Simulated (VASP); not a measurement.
Calculation: PBE GGA, VASP's PBE PAW potentials (set 64) (plane waves; VASP).

VASP input:

**INCAR**
```
! general
SYSTEM   =  Sb
PREC     =  Accurate
ENCUT    =  480
LREAL    =  .False.
LASPH    =  .True.

! electronic loop
EDIFF    =  1E-7
NELM     =  100
ALGO     =  Normal
LMAXMIX  =  4

! smearing
ISMEAR   =  0
SIGMA    =  0.05

! functional
GGA      =  PE

! ions
ISIF     =  2

! output
LWAVE    =  .False.
LCHARG   =  .False.
```

File POSCAR:
```
Sb
4.5803510
  0.8779412819  -0.4787680053  -0.0004126943
  0.8779412819   0.4787680053  -0.0004126943
  0.6172244407   0.0000000000   0.7867869946
Sb
2
direct
  0.2329647319   0.2329647319   0.2329647319
  0.7670352681   0.7670352681   0.7670352681
```

KPOINTS:
```
Automatic mesh
0
Gamma
8 8 8
0 0 0
```

POTCAR, in this order: Sb (PBE.64 set). Program: vasp_std.

The resulting files:

OSZICAR:
```
       N       E                     dE             d eps       ncg     rms          rms(c)
DAV:   1     0.352346295352E+02    0.35235E+02   -0.34364E+03  1170   0.809E+02
DAV:   2    -0.684312993954E+01   -0.42078E+02   -0.40907E+02  1704   0.116E+02
DAV:   3    -0.827050424129E+01   -0.14274E+01   -0.14072E+01  1384   0.271E+01
DAV:   4    -0.828147258152E+01   -0.10968E-01   -0.10963E-01  1368   0.292E+00
DAV:   5    -0.828158372456E+01   -0.11114E-03   -0.11114E-03  1391   0.293E-01    0.279E+00
DAV:   6    -0.828174828441E+01   -0.16456E-03   -0.21183E-03  1284   0.420E-01    0.168E+00
DAV:   7    -0.828176051000E+01   -0.12226E-04   -0.55102E-03  1187   0.655E-01    0.871E-02
DAV:   8    -0.828188659783E+01   -0.12609E-03   -0.15096E-04  1343   0.973E-02    0.216E-02
DAV:   9    -0.828191445251E+01   -0.27855E-04   -0.38951E-05  1214   0.470E-02    0.437E-03
DAV:  10    -0.828191533824E+01   -0.88573E-06   -0.31120E-06  1474   0.121E-02    0.141E-03
DAV:  11    -0.828191545481E+01   -0.11657E-06   -0.36445E-07  1215   0.471E-03    0.107E-03
DAV:  12    -0.828191567702E+01   -0.22221E-06   -0.59380E-08   685   0.164E-03    0.263E-04
DAV:  13    -0.828191565296E+01    0.24064E-07   -0.85895E-09   597   0.768E-04
   1 F= -.82819157E+01 E0= -.82817039E+01  d E =-.423566E-03
```

File OUTCAR:
```
------------------------ aborting loop because EDIFF is reached ----------------------------------------
  FORCE on cell =-STRESS in cart. coord.  units (eV):
  Direction    XX          YY          ZZ          XY          YZ          ZX
  --------------------------------------------------------------------------------------
  Total        0.0242191     -0.0062958     -0.0029486      0.0000000      0.0000000      0.0101064
  in kB        0.6102872     -0.1586444     -0.0743001      0.0000000      0.0000000      0.2546665
  external PRESSURE =       0.1257809 kB  Pullay stress =       0.0000000 kB
  volume of cell :       63.58
      direct lattice vectors                 reciprocal lattice vectors
     4.021279229 -2.192925512 -0.001890285     0.124292708 -0.228005921 -0.097506057
     4.021279229  2.192925512 -0.001890285     0.124292708  0.228005921 -0.097506057
     2.827104584  0.000000000  3.603760597     0.000130391  0.000000000  0.277385621
 POSITION                                       TOTAL-FORCE (eV/Angst)
 -----------------------------------------------------------------------------------
      2.53225      0.00000      0.83867        -0.008821      0.000000     -0.002922
      8.33741      0.00000      2.76131         0.008821      0.000000      0.002922
 -----------------------------------------------------------------------------------
    total drift:                               -0.000000      0.000000      0.000000
  FREE ENERGIE OF THE ION-ELECTRON SYSTEM (eV)
  ---------------------------------------------------
  free  energy   TOTEN  =        -8.2819156530 eV

  energy  without entropy=       -8.2814920870  energy(sigma->0) =       -8.28170387
```
(Selected blocks of OUTCAR.)

The compound is Sb in the a7 structure. It was relaxed first, which changed the volume by +5 %.
